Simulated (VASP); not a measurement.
Given:

```
Pd16Cl
1.0
    5.57642     0.00000     0.00000
    2.78821     4.82932     0.00000
    0.00000     0.00000    21.02088
Pd Cl
16 1
Direct
  0.00000   0.00000   0.33891
  0.49966   0.00069   0.33816
  0.00069   0.49966   0.33816
  0.49966   0.49966   0.33816
  0.16668   0.16668   0.44723
  0.66665   0.16668   0.44723
  0.16668   0.66665   0.44723
  0.66667   0.66667   0.44605
  0.83347   0.33306   0.55451
  0.33333   0.33333   0.55378
  0.83347   0.83347   0.55451
  0.33306   0.83347   0.55451
  0.00000   0.00000   0.66298
  0.50040   0.99920   0.66245
  0.99920   0.50040   0.66245
  0.50040   0.50040   0.66245
  0.00000   0.00000   0.76990
```

Calculation: PBE GGA, VASP's PBE PAW potentials (set 64) (plane waves; VASP 6.6.1). Run with PREC = Normal, 400 eV cut-off, 6×6×1 Γ-centred mesh, first-order Methfessel-Paxton smearing of 0.10 eV, potentials Pd Cl.

### Question
Estimate the energy per atom (σ→0), band gap (on the k-mesh) with the smallest direct gap where there is one.

### Answer

```json
{
  "band gap (on the k-mesh)": "none (metal, semimetal or under 0.01 eV)",
  "energy per atom (σ→0)": "-4.817 eV/atom"
}
```

Only differences to runs with the same potentials and settings are physical.

The cell is a thin slab with vacuum, built from Pd (fcc): (111) face, Cl adsorbed.
